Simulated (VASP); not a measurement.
```yaml
crystal:
  lattice:
    - [0.00000, 2.99243, 2.99243]
    - [2.99243, 0.00000, 2.99243]
    - [2.99243, 2.99243, 0.00000]
  atoms:
    - { symbol: Cd, position: [0.00000, 0.00000, 0.00000] }
    - { symbol: S, position: [0.25000, 0.25000, 0.25000] }
```

The numbers are results of SCAN meta-GGA, VASP's PBE PAW potentials (set 64) (plane waves; VASP 6.6.1), not measurements. Run with 520 eV cut-off, 8×8×8 Γ-centred mesh, Gaussian smearing of 0.050 eV, potentials Cd S.

**Question.** Give the stress tensor in GPa (positive for a compressed cell).

**Answer.** 
```
-3.18   0.00   0.00
 0.00  -3.18   0.00
 0.00   0.00  -3.18
```
The pressure is its mean diagonal, -3.18 GPa.

The compound is CdS in the zinc blende structure, a metastable form; wurtzite is the usual one. This cell is one point of a volume scan, at 1.06 of the reference volume.
